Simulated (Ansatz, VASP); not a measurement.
**ZnPb2N2 in VASP and in Ansatz**

Contents of INCAR:

```
SYSTEM = ZnPb2N2
PREC     = Accurate       ! precision mode
ENCUT    = 520            ! plane-wave cutoff, eV
EDIFF    = 1E-7           ! SCF threshold, eV
ISMEAR   = -1             ! smearing method
SIGMA    = 0.05           ! smearing width, eV
LREAL    = .False.        ! projectors in reciprocal space
LASPH    = .True.         ! aspherical terms in the spheres
NELM     = 100            ! most SCF steps
ALGO     = Normal         ! electronic algorithm
ISIF     = 2              ! what is computed and relaxed
LWAVE    = .False.        ! write WAVECAR
LCHARG   = .False.        ! write CHGCAR
GGA      = PE             ! functional
NBANDS   = 33             ! bands
```

The input KPOINTS:

```
Automatic mesh
0
Gamma
  8 8 3
  0 0 0
```

Contents of POSCAR:

```
ZnPb2N2
1.0
    3.5986530718      0.0000000000      0.0000000000
   -1.7993265359      3.1165249796      0.0000000000
    0.0000000000      0.0000000000      9.0779780812
Pb Zn N
2 1 2
Direct
    0.3333333333      0.6666666667      0.8130670000
    0.6666666667      0.3333333333      0.1869330000
    0.0000000000      0.0000000000      0.5000000000
    0.0000000000      0.0000000000      0.3016810000
    0.0000000000      0.0000000000      0.6983190000
```

File input.yaml:

```yaml
crystal:
  lattice:
    - [3.5986530718, 0.0, 0.0]
    - [-1.7993265359, 3.1165249796, 0.0]
    - [0.0, 0.0, 9.0779780812]
  atoms:
    - { symbol: Pb, position: [0.3333333333, 0.6666666667, 0.813067] }
    - { symbol: Pb, position: [0.6666666667, 0.3333333333, 0.186933] }
    - { symbol: Zn, position: [0.0, 0.0, 0.5] }
    - { symbol: "N", position: [0.0, 0.0, 0.301681] }
    - { symbol: "N", position: [0.0, 0.0, 0.698319] }
hamiltonian:
  xc: pbe
  pseudopotentials: { kind: paw }
kpoints:
  mp_grid: { grid: [8, 8, 3] }
scf:
  occupations: { method: fermi_dirac, width: 0.05 }
output:
  forces: true
  stress: true
  eigenvalues: true
```

Change from the starting cell: volume scaled by 0.94.

Alike in both runs: task single point; functional PBE; k mesh 8 × 8 × 3; occupations fermi-dirac, width 0.05 eV; no spin polarisation.

|  | VASP | Ansatz |
| --- | --- | --- |
| version | VASP 6.6.1 | Ansatz 0.2.0 |
| potentials or method | VASP PAW PBE potentials, release 64 (Pb_d, Zn, N) | Ansatz PAW |
| plane-wave cutoff (eV) | 520 | 420 |
| valence electrons in the cell | 50 | 50 |

Ansatz gave:

* gap on the k mesh at the Fermi level (eV): 0.78
* least direct gap on the mesh (eV): 1.61
* pressure (GPa): 4.5
* largest component of the traceless stress (GPa): 1.31
* rms of the force components (eV/Å): 0.190

**Question.** Which values does VASP return?

**Answer.** gap on the k mesh at the Fermi level (eV): 0.76; least direct gap on the mesh (eV): 1.60; pressure (GPa): 4.8; largest component of the traceless stress (GPa): 1.82; rms of the force components (eV/Å): 0.206.

Atom by atom the forces differ by 0.042 eV/Å (rms over components).

Caveats: spin-orbit coupling is left out, which as a rule narrows the gap of such compounds by several tenths of an eV; an odd mesh through Γ misses points on the zone boundary, where band edges often lie (VASP); odd divisions of the mesh miss points on the zone boundary, where band edges often lie, so the gap on the mesh can be too wide (Ansatz).
